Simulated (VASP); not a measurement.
These are PBE GGA, VASP's PBE PAW potentials (set 64) (plane waves; VASP) values and carry that method's errors.

VASP input:

**INCAR**
```
! general
SYSTEM =Ga3As4B
PREC   =Accurate
ENCUT  =500
LREAL  =F
LASPH  =T

! electronic loop
EDIFF  =1E-6
NELM   =100
ALGO   =Normal
LMAXMIX=4

! smearing
ISMEAR =0
SIGMA  =0.05

! functional
GGA    =PE

! output
LWAVE  =F
LCHARG =T
```

File POSCAR:
```
Ga3As4B
1.0
  5.5165876020   0.0000000000   0.0000000000
  0.0000000000   5.5165876020   0.0000000000
  0.0000000000   0.0000000000   5.5165876020
Ga As B
3 4 1
Cartesian
  0.0000000000   0.0000000000   0.0000000000
  2.7582938010   2.7582938010   0.0000000000
  2.7582938010   0.0000000000   2.7582938010
  1.2560535409   1.5022402601   1.5022402601
  4.2605340611   4.0143473419   1.5022402601
  4.2605340611   1.5022402601   4.0143473419
  1.2560535409   4.0143473419   4.0143473419
  0.0000000000   2.7582938010   2.7582938010
```

KPOINTS:
```
Automatic mesh
0
Gamma
4 4 4
0 0 0
```

POTCAR, in this order: Ga_d As B (PBE.64 set). Program: vasp_std.

What VASP printed:

OSZICAR:
```
       N       E                     dE             d eps       ncg     rms          rms(c)
DAV:   1     0.501983113894E+03    0.50198E+03   -0.27639E+04   771   0.215E+03
DAV:   2     0.375677762056E+02   -0.46442E+03   -0.45241E+03   832   0.532E+02
DAV:   3    -0.317665695277E+02   -0.69334E+02   -0.66184E+02   861   0.154E+02
DAV:   4    -0.358917190359E+02   -0.41251E+01   -0.40909E+01   939   0.375E+01
DAV:   5    -0.359937743434E+02   -0.10206E+00   -0.10162E+00   900   0.556E+00    0.610E+00
DAV:   6    -0.353699988634E+02    0.62378E+00   -0.13655E+00   998   0.122E+01    0.344E+00
DAV:   7    -0.353012374625E+02    0.68761E-01   -0.53023E-01   844   0.306E+00    0.147E+00
DAV:   8    -0.352992927692E+02    0.19447E-02   -0.65717E-02   996   0.213E+00    0.335E-01
DAV:   9    -0.353014659396E+02   -0.21732E-02   -0.12535E-02   849   0.910E-01    0.107E-01
DAV:  10    -0.353019257233E+02   -0.45978E-03   -0.25090E-03   898   0.342E-01    0.425E-02
DAV:  11    -0.353020502255E+02   -0.12450E-03   -0.29370E-04   967   0.104E-01    0.307E-02
DAV:  12    -0.353021072840E+02   -0.57059E-04   -0.10390E-04   869   0.525E-02    0.108E-02
DAV:  13    -0.353021151121E+02   -0.78281E-05   -0.32700E-05   844   0.436E-02    0.429E-03
DAV:  14    -0.353021156868E+02   -0.57468E-06   -0.70174E-06   870   0.146E-02
   1 F= -.35302116E+02 E0= -.35302116E+02  d E =-.302072E-14
```

### OUTCAR
```
------------------------ aborting loop because EDIFF is reached ----------------------------------------
  FORCE on cell =-STRESS in cart. coord.  units (eV):
  Direction    XX          YY          ZZ          XY          YZ          ZX
  --------------------------------------------------------------------------------------
  Total       -0.0230725     -0.0230725     -0.0230725      0.0000000      0.0000000      0.0000000
  in kB       -0.2201883     -0.2201883     -0.2201883      0.0000000      0.0000000      0.0000000
  external PRESSURE =      -0.2201883 kB  Pullay stress =       0.0000000 kB
  volume of cell :      167.88
      direct lattice vectors                 reciprocal lattice vectors
     5.516587602  0.000000000  0.000000000     0.181271480  0.000000000  0.000000000
     0.000000000  5.516587602  0.000000000     0.000000000  0.181271480  0.000000000
     0.000000000  0.000000000  5.516587602     0.000000000  0.000000000  0.181271480
 POSITION                                       TOTAL-FORCE (eV/Angst)
 -----------------------------------------------------------------------------------
      0.00000      0.00000      0.00000        -0.000000     -0.000000     -0.000000
      2.75829      2.75829      0.00000        -0.000000     -0.000000     -0.000000
      2.75829      0.00000      2.75829        -0.000000     -0.000000     -0.000000
      1.25605      1.50224      1.50224         0.002241     -0.002241     -0.002241
      4.26053      4.01435      1.50224        -0.002241      0.002241     -0.002241
      4.26053      1.50224      4.01435        -0.002241     -0.002241      0.002241
      1.25605      4.01435      4.01435         0.002241      0.002241      0.002241
      0.00000      2.75829      2.75829        -0.000000     -0.000000     -0.000000
 -----------------------------------------------------------------------------------
    total drift:                                0.000000      0.000000     -0.000000
  FREE ENERGIE OF THE ION-ELECTRON SYSTEM (eV)
  ---------------------------------------------------
  free  energy   TOTEN  =       -35.3021156868 eV

  energy  without entropy=      -35.3021156868  energy(sigma->0) =      -35.30211569
```
(Selected blocks of OUTCAR.)

**OUTCAR**
```
 val. band max:        4.1055109734   @ k =   0.0000   0.0000   0.0000

 cond. band min:       4.6344531028   @ k =   0.5000   0.5000   0.5000


 Fermi energy:         4.3645362669

 k-point     1 :       0.0000    0.0000    0.0000
  band No.  band energies     occupation
      1     -10.7933      2.00000
      2     -10.7933      2.00000
      3     -10.7933      2.00000
      4     -10.6984      2.00000
      5     -10.6880      2.00000
      6     -10.6880      2.00000
      7     -10.6880      2.00000
      8     -10.6673      2.00000
      9     -10.6673      2.00000
     10     -10.6673      2.00000
     11     -10.6618      2.00000
     12     -10.6618      2.00000
     13     -10.6309      2.00000
     14     -10.6309      2.00000
     15     -10.5989      2.00000
     16      -8.9974      2.00000
     17      -6.2686      2.00000
     18      -6.2686      2.00000
     19      -6.2686      2.00000
     20      -3.6398      2.00000
     21      -2.6210      2.00000
     22      -2.6210      2.00000
     23       0.7808      2.00000
     24       0.7808      2.00000
     25       0.7808      2.00000
     26       1.5125      2.00000
     27       1.5125      2.00000
     28       1.5125      2.00000
     29       4.1055      2.00000
     30       4.1055      2.00000
     31       4.1055      2.00000
     32       4.6962      0.00000
     33       5.3047      0.00000
     34       5.3047      0.00000
     35       5.5217      0.00000
     36       5.5217      0.00000
     37       5.5217      0.00000

 k-point     2 :       0.2500    0.0000    0.0000
  band No.  band energies     occupation
      1     -10.7886      2.00000
      2     -10.7879      2.00000
      3     -10.7879      2.00000
      4     -10.7026      2.00000
      5     -10.6905      2.00000
      6     -10.6893      2.00000
      7     -10.6893      2.00000
      8     -10.6744      2.00000
      9     -10.6744      2.00000
     10     -10.6678      2.00000
     11     -10.6655      2.00000
...
```

The structure was generated: Ga3As4B was put into an ordered model structure (P-43m), which need not be its known phase. It was relaxed first.
